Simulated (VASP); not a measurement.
Level of theory: PW91 GGA, VASP's PBE PAW potentials (set 64) (plane waves; VASP).

The input files of a VASP run:

**INCAR**
```
SYSTEM = MgS
PREC = Accurate
ENCUT = 520
EDIFF = 1E-6
NELM = 100
ALGO = Normal
LREAL = .FALSE.
LASPH = .TRUE.
ISMEAR = 0
SIGMA = 0.05
GGA = 91
LWAVE = .FALSE.
LCHARG = .FALSE.
IBRION = 2
ISIF = 3
NSW = 60
EDIFFG = -0.01
```

File KPOINTS:
```
Automatic
0
gamma
 8 8 8
0 0 0
```

File POSCAR:
```
MgS
1
    0.0000000000     2.6000000000     2.6000000000
    2.6000000000     0.0000000000     2.6000000000
    2.6000000000     2.6000000000     0.0000000000
Mg S
1 1
Direct
  0.0000000000   0.0000000000   0.0000000000
  0.5000000000   0.5000000000   0.5000000000
```

POTCAR, in this order: Mg S (PBE.64 set). Program: vasp_std.

The run wrote:

**OSZICAR**
```
       N       E                     dE             d eps       ncg     rms          rms(c)
DAV:   1     0.236295007518E+02    0.23630E+02   -0.37953E+03   488   0.820E+02
DAV:   2    -0.798215593374E+01   -0.31612E+02   -0.30497E+02   632   0.109E+02
DAV:   3    -0.898316997478E+01   -0.10010E+01   -0.10010E+01   584   0.264E+01
DAV:   4    -0.898706762735E+01   -0.38977E-02   -0.38977E-02   728   0.192E+00
DAV:   5    -0.898707717129E+01   -0.95439E-05   -0.95439E-05   600   0.673E-02    0.430E+00
DAV:   6    -0.860588742587E+01    0.38119E+00   -0.10056E+00   504   0.496E+00    0.344E+00
DAV:   7    -0.856533566193E+01    0.40552E-01   -0.23846E-01   600   0.258E+00    0.239E+00
DAV:   8    -0.856523438115E+01    0.10128E-03   -0.11887E-02   536   0.940E-01    0.973E-01
DAV:   9    -0.856505869763E+01    0.17568E-03   -0.61556E-04   568   0.200E-01    0.268E-01
DAV:  10    -0.856508280169E+01   -0.24104E-04   -0.10753E-04   656   0.665E-02    0.175E-02
DAV:  11    -0.856508190959E+01    0.89210E-06   -0.12337E-05   552   0.188E-02    0.848E-03
DAV:  12    -0.856508192021E+01   -0.10617E-07   -0.23170E-07   304   0.421E-03
   1 F= -.85650819E+01 E0= -.85650819E+01  d E =-.856508E+01
       N       E                     dE             d eps       ncg     rms          rms(c)
DAV:   1    -0.857368228629E+01   -0.86004E-02   -0.15005E-01   520   0.251E+00    0.672E-01
DAV:   2    -0.856718331033E+01    0.64990E-02   -0.19231E-02   488   0.738E-01    0.217E-01
DAV:   3    -0.856648990136E+01    0.69341E-03   -0.38962E-03   512   0.346E-01    0.145E-01
DAV:   4    -0.856647747534E+01    0.12426E-04   -0.28557E-05   560   0.470E-02    0.127E-01
DAV:   5    -0.856644696501E+01    0.30510E-04   -0.18242E-05   472   0.353E-02    0.183E-02
DAV:   6    -0.856644753306E+01   -0.56805E-06   -0.22209E-07   304   0.471E-03
   2 F= -.85664475E+01 E0= -.85664475E+01  d E =-.136561E-02
       N       E                     dE             d eps       ncg     rms          rms(c)
DAV:   1    -0.856677200019E+01   -0.32504E-03   -0.52353E-03   528   0.471E-01    0.127E-01
DAV:   2    -0.856654232888E+01    0.22967E-03   -0.67062E-04   472   0.138E-01    0.401E-02
DAV:   3    -0.856651912293E+01    0.23206E-04   -0.13612E-04   520   0.649E-02    0.290E-02
DAV:   4    -0.856651928498E+01   -0.16205E-06   -0.95062E-07   432   0.875E-03
   3 F= -.85665193E+01 E0= -.85665193E+01  d E =-.143736E-02
```

OUTCAR:
```
------------------------ aborting loop because EDIFF is reached ----------------------------------------
  FORCE on cell =-STRESS in cart. coord.  units (eV):
  Direction    XX          YY          ZZ          XY          YZ          ZX
  --------------------------------------------------------------------------------------
  Total        0.0004101      0.0004101      0.0004101     -0.0000000      0.0000000      0.0000000
  in kB        0.0184487      0.0184487      0.0184487     -0.0000000      0.0000000      0.0000000
  external PRESSURE =       0.0184487 kB  Pullay stress =       0.0000000 kB
  volume of cell :       35.61
      direct lattice vectors                 reciprocal lattice vectors
     0.000000000  2.611327065  2.611327065    -0.191473526  0.191473526  0.191473526
     2.611327065  0.000000000  2.611327065     0.191473526 -0.191473526  0.191473526
     2.611327065  2.611327065  0.000000000     0.191473526  0.191473526 -0.191473526
 POSITION                                       TOTAL-FORCE (eV/Angst)
 -----------------------------------------------------------------------------------
      0.00000      0.00000      0.00000        -0.000000     -0.000000     -0.000000
      2.61133      2.61133      2.61133         0.000000      0.000000      0.000000
 -----------------------------------------------------------------------------------
    total drift:                                0.000000      0.000000      0.000000
  FREE ENERGIE OF THE ION-ELECTRON SYSTEM (eV)
  ---------------------------------------------------
  free  energy   TOTEN  =        -8.5665192850 eV

  energy  without entropy=       -8.5665192850  energy(sigma->0) =       -8.56651928

 reached required accuracy - stopping structural energy minimisation
```
(Selected blocks of OUTCAR.)

### CONTCAR
```
MgS
   1.00000000000000
     0.0000000000000000    2.6113270649946823    2.6113270649946823
     2.6113270649946823    0.0000000000000000    2.6113270649946823
     2.6113270649946823    2.6113270649946823    0.0000000000000000
  Mg              S
     1     1
Direct
     0.0000000000000000    0.0000000000000000    0.0000000000000000
     0.5000000000000000    0.5000000000000000    0.5000000000000000
```

OUTCAR:
```
 val. band max:        3.5805614762   @ k =   0.0000   0.0000   0.0000

 cond. band min:       6.3540431296   @ k =   0.5000   0.5000   0.0000


 Fermi energy:         3.7863026308

 k-point     1 :       0.0000    0.0000    0.0000
  band No.  band energies     occupation
      1      -9.0019      2.00000
      2       3.5806      2.00000
      3       3.5806      2.00000
      4       3.5806      2.00000
      5       7.2294      0.00000
      6      11.5604      0.00000
      7      11.5604      0.00000
      8      11.5604      0.00000

 k-point     2 :       0.1250    0.0000    0.0000
  band No.  band energies     occupation
      1      -8.8537      2.00000
      2       2.5459      2.00000
      3       3.4823      2.00000
      4       3.4823      2.00000
      5       8.0313      0.00000
      6      11.2351      0.00000
      7      11.8012      0.00000
      8      11.8012      0.00000

 k-point     3 :       0.2500    0.0000    0.0000
  band No.  band energies     occupation
      1      -8.4534      2.00000
      2       0.8120      2.00000
      3       3.2677      2.00000
      4       3.2677      2.00000
      5       8.5199      0.00000
      6      11.4009      0.00000
      7      11.4009      0.00000
      8      11.8371      0.00000

 k-point     4 :       0.3750    0.0000    0.0000
  band No.  band energies     occupation
      1      -7.9666      2.00000
      2      -0.6082      2.00000
      3       3.0782      2.00000
      4       3.0782      2.00000
      5       8.2706      0.00000
      6      10.7328      0.00000
      7      10.7328      0.00000
      8      13.2380      0.00000

 k-point     5 :       0.5000    0.0000    0.0000
  band No.  band energies     occupation
      1      -7.7258      2.00000
      2      -1.1760      2.00000
      3       3.0057      2.00000
      4       3.0057      2.00000
      5       8.1359      0.00000
      6      10.4863      0.00000
      7      10.4863      0.00000
...
```

The compound is MgS in the rock salt structure. This run relaxes it. Symmetry was kept, so distortions that lower it aren't found.
